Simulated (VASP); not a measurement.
Wanted: the native input for a VASP 6.6.1 run.

- Task: optical spectrum
- Functional: PBE
- Potentials or basis: VASP PAW PBE potentials, release 64 (H, Pb_d, N, O)
- Cutoff: 520 eV
- k mesh: 7 × 5 × 4
- Occupations: fermi-dirac, width 0.05 eV
- Spin: no spin polarisation
- Further INCAR settings: ALGO = Normal; EDIFF = 1e-06; NBANDS = 76

The structure of HPbNO4 lies in POSCAR:

```
HPbNO4
1.0
    4.1204000000     -0.0008100000     -0.0112000000
    0.0040400000      6.4272200000      0.0536000000
    0.0279100000      3.2070700000      7.7499400000
H Pb N O
2 2 2 8
Direct
    0.9036600000      0.2182100000      0.4885100000
    0.4033700000      0.7817700000      0.5114200000
    0.3945500000      0.3086300000      0.7072500000
    0.8948900000      0.6913500000      0.2926600000
    0.6340900000      0.1999000000      0.2073000000
    0.1338600000      0.8001200000      0.7927500000
    0.9082900000      0.3286600000      0.5436900000
    0.5379200000      0.3907600000      0.1949700000
    0.5348300000      0.1127900000      0.1060200000
    0.8371800000      0.0888700000      0.3267200000
    0.4081700000      0.6713200000      0.4562400000
    0.0377400000      0.6092400000      0.8052000000
    0.0342900000      0.8873700000      0.8939700000
    0.3371600000      0.9110100000      0.6733000000
```

The cell was built by a generator and needn't be a form met in nature.

One way to write it, as run:

INCAR

```
SYSTEM = HPbNO4
  PREC = Accurate
  ENCUT = 520
  EDIFF = 1E-6
  ISMEAR = -1
  SIGMA = 0.05
  LREAL = .False.
  LASPH = .True.
  NELM = 60
  ALGO = Normal
  ISIF = 2
  LWAVE = .False.
  LCHARG = .False.
  GGA = PE
  LOPTICS = .True.
  NBANDS = 76
  NEDOS = 2000
  CSHIFT = 0.1
  KPAR = 4
```

KPOINTS

```
Automatic mesh
0
Gamma
  7 5 4
  0 0 0
```

Potentials or basis: VASP PAW PBE potentials, release 64 (H, Pb_d, N, O).

The run is started by

```sh
$ cat potpaw_PBE.64/H/POTCAR potpaw_PBE.64/Pb_d/POTCAR potpaw_PBE.64/N/POTCAR potpaw_PBE.64/O/POTCAR > POTCAR
$ mpirun -np 4 vasp_std > vasp.out
```

Results of the run:

```
Pressure               : 0.6 GPa
Largest force          : 0.414 eV/Å
Band gap on the k mesh : 3.27 eV, indirect (least direct gap 3.36 eV)
```

Caveat: the standard files for N, O and F lose accuracy on very short bonds; spectra need much finer meshes, so this one isn't converged; independent-particle spectra lack excitons; spin-orbit coupling is left out, which as a rule narrows the gap of such compounds by several tenths of an eV; an odd mesh through Γ misses points on the zone boundary, where band edges often lie.

Wall time 3.5 min on 4 MPI ranks on AMD EPYC 9R45 (Zen 5), on a shared host, peak memory 2 GiB a rank.
